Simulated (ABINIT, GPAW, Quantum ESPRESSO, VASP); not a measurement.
# One structure in several programs: InAu₃ (Pmmn, 8 atoms in the cell)

Self-consistent single point.

```
CELL_PARAMETERS angstrom
      4.83733     0.00000     0.00000
      0.00000     5.77876     0.00000
      0.00000     0.00000     5.27183
ATOMIC_POSITIONS crystal
  In 0.50000 0.50000 0.33547
  In 0.00000 0.00000 0.66453
  Au 0.00000 0.50000 0.66268
  Au 0.50000 0.00000 0.33732
  Au 0.00000 0.74853 0.16322
  Au 0.00000 0.25147 0.16322
  Au 0.50000 0.75147 0.83678
  Au 0.50000 0.24853 0.83678
```

All programs got the same cell, k-point mesh and kind of occupations (in Quantum ESPRESSO's words: occupations = smearing; smearing = fermi-dirac; degauss = 0.0073499 Ry; K_POINTS = automatic 3 3 3 0 0 0); potentials, basis and cutoffs are each program's usual ones.

```
code                                                                                       model  pressure (GPa)  largest force (eV/Å)  cutoff
----------------  ------------------------------------------------------------------------------  --------------  --------------------  ------
Quantum ESPRESSO                            PBEsol, GBRV 1.5 ultrasoft (PBESOL) pseudopotentials           -5.01                 0.040   40 Ry
GPAW                                       PBEsol, GPAW PAW datasets PBEsol (made by gpaw-setup)           -3.34                 0.040  550 eV
VASP                                                  PBEsol, VASP's PBE PAW potentials (set 64)           -4.97                 0.041  300 eV
ABINIT            PBEsol, norm-conserving pseudopotentials (PseudoDojo nc-sr-04 PBEsol standard)           -4.28                 0.046   38 Ha
```

Size of the force on each atom (eV/Å): Sizes of forces hide their directions.

| code | In1 | In2 | Au3 | Au4 | Au5 | Au6 | Au7 | Au8 |
|---|---|---|---|---|---|---|---|---|
| Quantum ESPRESSO | 0.018 | 0.018 | 0.002 | 0.002 | 0.040 | 0.040 | 0.040 | 0.040 |
| GPAW | 0.017 | 0.017 | 0.040 | 0.040 | 0.030 | 0.030 | 0.030 | 0.030 |
| VASP | 0.019 | 0.019 | 0.001 | 0.001 | 0.041 | 0.041 | 0.041 | 0.041 |
| ABINIT | 0.018 | 0.018 | 0.009 | 0.009 | 0.046 | 0.046 | 0.046 | 0.046 |

The spread over the programs that give each value: pressure within 1.67 GPa; largest force within 0.006 eV/Å.

The starting cell comes from a database of computed structures (which also holds hypothetical and non-ambient phases and stackings), without a prior relaxation at this level. On Quantum ESPRESSO's run: Spin-orbit coupling is off. In the base run, with a pressure of about -5 GPa the cell is away from its equilibrium volume at this level. Without a gap this mesh is coarse (it stands for a supercell whose shortest vector is 15 Å).

Question: Why do the programs differ, and what cannot be compared?

Answer: Differences of this kind can come from the potentials, where these differ, and from what each basis and cutoff leave unconverged. The valence holds different numbers of electrons (Quantum ESPRESSO 92, GPAW 92, VASP 92, ABINIT 140). The zero of total energies and Fermi levels follows the potentials and each program's conventions, so they are not compared here. In the pressure, GPAW (by 1.28) lies more than 1 GPa from the median of the plane-wave programs.

The shared mesh is coarse (it stands for a supercell whose shortest vector is 15 Å), so the values are not converged in it.

VASP's run is marked for a possible Pulay error in its stress at this cutoff; no cutoff test was made.

Left out of this page: Ansatz, CP2K, Elk, FLEUR and SIESTA (not drawn, or without a comparable value).
